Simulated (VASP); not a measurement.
Method: PBEsol GGA, VASP's PBE PAW potentials (set 64) (plane waves; VASP).

VASP input:

File KPOINTS:
```
Automatic
0
G
12 12 7
```

File POSCAR:
```
Lu
1.0
  1.7106229454  -2.9628859367   0.0000000000
  1.7106229454   2.9628859367   0.0000000000
  0.0000000000   0.0000000000   5.3220920254
Lu
2
Direct
  0.3333330000   0.6666670000   0.2500000000
  0.6666670000   0.3333330000   0.7500000000
```

### INCAR
```
# general
SYSTEM  = Lu
PREC    = Accurate
ENCUT   = 520   # plane-wave cut-off (eV)
LREAL   = .FALSE.   # projection in real space or not
LASPH   = .TRUE.   # aspherical one-centre terms

# electronic loop
EDIFF   = 1E-7   # SCF stop (eV)
NELM    = 100
ALGO    = Normal
LMAXMIX = 6   # l cut-off of mixed one-centre charges

# smearing
ISMEAR  = 1
SIGMA   = 0.1

# functional
GGA     = PS

# ions
IBRION  = 2   # conjugate gradients
NSW     = 30
ISIF    = 4
EDIFFG  = -0.01   # ionic stop

# output
LWAVE   = .FALSE.
LCHARG  = .FALSE.
```

POTCAR, in this order: Lu_3 (PBE.64 set). Program: vasp_std.

Output

### OSZICAR
```
       N       E                     dE             d eps       ncg     rms          rms(c)
DAV:   1     0.420766917816E+02    0.42077E+02   -0.87876E+03  3546   0.152E+03
DAV:   2    -0.746222604697E+01   -0.49539E+02   -0.48102E+02  3387   0.708E+02
DAV:   3    -0.964198285371E+01   -0.21798E+01   -0.20658E+01  3480   0.640E+01
DAV:   4    -0.972702384322E+01   -0.85041E-01   -0.82966E-01  3614   0.934E+00
DAV:   5    -0.973128762473E+01   -0.42638E-02   -0.42008E-02  3400   0.202E+00    0.270E+01
DAV:   6    -0.972379367020E+01    0.74940E-02   -0.31586E-02  3322   0.409E+00    0.161E+01
DAV:   7    -0.973252311826E+01   -0.87294E-02   -0.57344E-02  3207   0.554E+00    0.390E-01
DAV:   8    -0.973229311566E+01    0.23000E-03   -0.36685E-03  3242   0.877E-01    0.943E-02
DAV:   9    -0.973229242818E+01    0.68748E-06   -0.18022E-04  3349   0.215E-01    0.259E-02
DAV:  10    -0.973228926479E+01    0.31634E-05   -0.15503E-05  3392   0.596E-02    0.261E-02
DAV:  11    -0.973228937340E+01   -0.10861E-06   -0.84227E-07  3251   0.138E-02    0.435E-03
DAV:  12    -0.973228946627E+01   -0.92876E-07   -0.69648E-08  1873   0.599E-03
   1 F= -.97322895E+01 E0= -.97316983E+01  d E =-.973229E+01
       N       E                     dE             d eps       ncg     rms          rms(c)
DAV:   1    -0.973233719128E+01   -0.47818E-04   -0.15586E-03  3139   0.575E-01    0.303E-02
DAV:   2    -0.973231516712E+01    0.22024E-04   -0.47810E-05  3334   0.101E-01    0.171E-02
DAV:   3    -0.973230396445E+01    0.11203E-04   -0.12125E-05  3788   0.462E-02    0.955E-03
DAV:   4    -0.973230383039E+01    0.13406E-06   -0.13677E-06  2702   0.113E-02    0.342E-03
DAV:   5    -0.973230378996E+01    0.40429E-07   -0.60063E-08  1663   0.521E-03
   2 F= -.97323038E+01 E0= -.97316948E+01  d E =-.143237E-04
```

OUTCAR:
```
------------------------ aborting loop because EDIFF is reached ----------------------------------------
  FORCE on cell =-STRESS in cart. coord.  units (eV):
  Direction    XX          YY          ZZ          XY          YZ          ZX
  --------------------------------------------------------------------------------------
  Total        0.6402192      0.6402192      0.6279002      0.0000000      0.0000000      0.0000000
  in kB       19.0133077     19.0133088     18.6474556      0.0000000      0.0000000      0.0000000
  external PRESSURE =      18.8913573 kB  Pullay stress =       0.0000000 kB
  volume of cell :       53.95
      direct lattice vectors                 reciprocal lattice vectors
     1.711132686 -2.963768836  0.000000000     0.292204108 -0.168704115 -0.000000000
     1.711132686  2.963768836  0.000000000     0.292204108  0.168704115  0.000000000
     0.000000000 -0.000000000  5.318921626     0.000000000  0.000000000  0.188008034
 POSITION                                       TOTAL-FORCE (eV/Angst)
 -----------------------------------------------------------------------------------
      1.71113      0.98792      1.32973         0.000000     -0.000000      0.000000
      1.71113     -0.98792      3.98919        -0.000000      0.000000      0.000000
 -----------------------------------------------------------------------------------
    total drift:                                0.000000      0.000064     -0.000012
  FREE ENERGIE OF THE ION-ELECTRON SYSTEM (eV)
  ---------------------------------------------------
  free  energy   TOTEN  =        -9.7323037900 eV

  energy  without entropy=       -9.7304768642  energy(sigma->0) =       -9.73169481

 reached required accuracy - stopping structural energy minimisation
```
(Selected blocks of OUTCAR.)

**CONTCAR**
```
Lu
   1.00000000000000
     1.7111326862143041   -2.9637688363004968    0.0000000000000000
     1.7111326862143041    2.9637688363004968    0.0000000000000000
     0.0000000000000000   -0.0000000000000000    5.3189216255398328
  Lu
     2
Direct
     0.3333330000000032    0.6666669999999968    0.2500000000000000
     0.6666669999999968    0.3333330000000032    0.7500000000000000
```

The compound is Lu in the hcp structure. This cell is one point of a volume scan, at 0.97 of the reference volume. Symmetry was kept, so distortions that lower it aren't found.
